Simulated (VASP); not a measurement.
Here is a VASP 6.6.1 calculation.

The input POSCAR:

```
ZrIF3
1.0
   12.0000000000      0.0000000000      0.0000000000
    0.0000000000     13.0000000000      0.0000000000
    0.0000000000      0.0000000000     12.0000000000
F Zr I
3 1 1
Direct
    0.4092833300      0.4305615400      0.6246958300
    0.6172583300      0.3844692300      0.4848458300
    0.3849083300      0.3633230800      0.3809708300
    0.4723666700      0.4402923100      0.4812625000
    0.4803000000      0.6399076900      0.4158375000
```

File INCAR.step1:

```
SYSTEM = ZrIF3
ALGO = Normal
EDIFF = 1E-5
ENCUT = 900
GGA = PE
ISIF = 2
ISMEAR = 0
LASPH = .True.
LCHARG = .False.
LREAL = .False.
LWAVE = .True.
NBANDS = 28
NELM = 60
PREC = Accurate
SIGMA = 0.01
```

Contents of INCAR.step2:

```
SYSTEM = ZrIF3
AEXX = 0.2
AGGAC = 0.81
AGGAX = 0.72
ALDAC = 0.19
ALGO = Normal
EDIFF = 1E-6
ENCUT = 900
GGA = B3
ISIF = 2
ISMEAR = 0
ISTART = 1
LASPH = .True.
LCHARG = .False.
LHFCALC = .True.
LREAL = .False.
LWAVE = .False.
NBANDS = 28
NELM = 60
PREC = Accurate
PRECFOCK = Fast
SIGMA = 0.01
```

The input KPOINTS:

```
k-points
0
Gamma
  1 1 1
  0 0 0
```

Potentials or basis: VASP PAW PBE potentials, release 64 (F_h, Zr_sv, I).

Run with:

```bash
$ cat potpaw_PBE.64/F_h/POTCAR potpaw_PBE.64/Zr_sv/POTCAR potpaw_PBE.64/I/POTCAR > POTCAR
$ cp INCAR.step1 INCAR
$ mpirun -np 1 vasp_gam > vasp.out
$ cp INCAR.step2 INCAR
$ mpirun -np 1 vasp_gam > vasp.out
```

Q: What does it give for the gap between the frontier levels?

A: 5.93 eV.

Q: What does it give for the largest force?

A: 0.482 eV/Å.

Forces in eV/Å, atoms in the order of the input:
```
F   -0.177 -0.044  0.436
F    0.447 -0.181 -0.007
F   -0.289 -0.263 -0.284
Zr   0.005  0.186 -0.056
I    0.014  0.302 -0.090
```

Caveat: the PAW data sets were made with another functional, which shifts forces and pressure a little; spin-orbit coupling is left out, which moves the levels of the heavy elements.
